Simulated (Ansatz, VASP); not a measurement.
HfTa4F: VASP beside Ansatz

Contents of INCAR:

```
SYSTEM = HfTa4F
PREC = Accurate
ENCUT = 520
EDIFF = 1E-6
ISMEAR = 0
SIGMA = 0.1
LREAL = .FALSE.
LASPH = .TRUE.
NELM = 60
ALGO = Normal
ISIF = 2
LWAVE = .FALSE.
LCHARG = .FALSE.
GGA = PE
NBANDS = 40
```

The input KPOINTS:

```
Automatic mesh
0
G
  6 6 2
  0 0 0
```

The input POSCAR:

```
HfTa4F
1.0
    4.0022679400      0.0000000000      0.0000000000
   -2.0011339700      3.4660657100      0.0000000000
    0.0000000000      0.0000000000      8.2515353100
Hf Ta F
1 4 1
Direct
    0.0000000000      0.0000000000      0.5000000000
    0.3333333300      0.6666666700      0.6265324700
    0.3333333300      0.6666666700      0.3734675300
    0.6666666700      0.3333333300      0.3734675300
    0.6666666700      0.3333333300      0.6265324700
    0.0000000000      0.0000000000      0.0000000000
```

Input for Ansatz:

```yaml
crystal:
  lattice:
    - [4.00226794, 0.0, 0.0]
    - [-2.00113397, 3.46606571, 0.0]
    - [0.0, 0.0, 8.25153531]
  atoms:
    - { symbol: Hf, position: [0.0, 0.0, 0.5] }
    - { symbol: Ta, position: [0.33333333, 0.66666667, 0.62653247] }
    - { symbol: Ta, position: [0.33333333, 0.66666667, 0.37346753] }
    - { symbol: Ta, position: [0.66666667, 0.33333333, 0.37346753] }
    - { symbol: Ta, position: [0.66666667, 0.33333333, 0.62653247] }
    - { symbol: F, position: [0.0, 0.0, 0.0] }
basis:
  ecutwfc: 420
kpoints:
  mp_grid: { grid: [6, 6, 2] }
hamiltonian:
  xc: pbe
scf:
  occupations: { method: gaussian, width: 0.1 }
  lower_state_search: "off"
output:
  forces: true
  stress: true
  eigenvalues: true
```

Alike in both runs: task single point; functional PBE; k mesh 6 × 6 × 2; occupations gaussian, width 0.1 eV; no spin polarisation.

```csv
,VASP,Ansatz
version,VASP 6.6.1,Ansatz 0.2.0
potentials or method,"VASP PAW PBE potentials, release 64 (Hf_pv, Ta_pv, F)","scalar-relativistic, plane waves, PAW"
plane-wave cutoff (eV),520,420
valence electrons in the cell,61,85
```

|  | VASP | Ansatz | Ansatz less VASP |
| --- | --- | --- | --- |
| gap on the k mesh at the Fermi level (eV) | none | none | - |
| rms of the force components (eV/Å) | 8.793 | 8.627 | -0.1658 |

Atom by atom the forces differ by 0.166 eV/Å (rms over components). A gap of «none» marks a metal or a gap that the smearing closes. The two sets of potentials don't hold the same shells in valence.

Caveats: the k mesh is coarse (spacing up to 0.38 Å⁻¹), so the values aren't converged; an odd number of electrons without spin polarisation forces a metal; a magnetic or distorted state may lie lower. Spin-orbit coupling is left out, which matters for the levels of Hf, Ta.
